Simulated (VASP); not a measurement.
A run of VASP 6.6.1 is set up as follows.

The input INCAR:

```
ALGO = Normal ; EDIFF = 1E-7
ENCUT = 520 ; GGA = PE
ISIF = 2 ; ISMEAR = -1
LASPH = True ; LCHARG = False
LREAL = False ; LWAVE = False
NBANDS = 16 ; NELM = 100
PREC = Accurate ; SIGMA = 0.05
```

File KPOINTS:

```
k-points
0
Gamma
  8 8 7
```

Contents of POSCAR:

```
NbTe
1.0
    3.7029743866      0.0000000000      0.0000000000
   -1.8514871933      3.2068698884      0.0000000000
    0.0000000000      0.0000000000      3.6942110000
Te Nb
1 1
Direct
    0.6653620000      0.3295180000     -0.0056360000
    0.0006730000     -0.0027150000      0.5068540000
```

Potentials or basis: VASP PAW PBE potentials, release 64 (Te, Nb_sv).

The run is started by

```bash
$ cat potpaw_PBE.64/Te/POTCAR potpaw_PBE.64/Nb_sv/POTCAR > POTCAR
$ mpirun -np 1 vasp_std > vasp.out
```

(1) Predict the band gap on the k mesh.

(2) Predict the pressure.

(3) What does it give for the largest force?

Results:

(1) none (metal or under the smearing width).

(2) -0.7 GPa.

(3) 0.446 eV/Å.
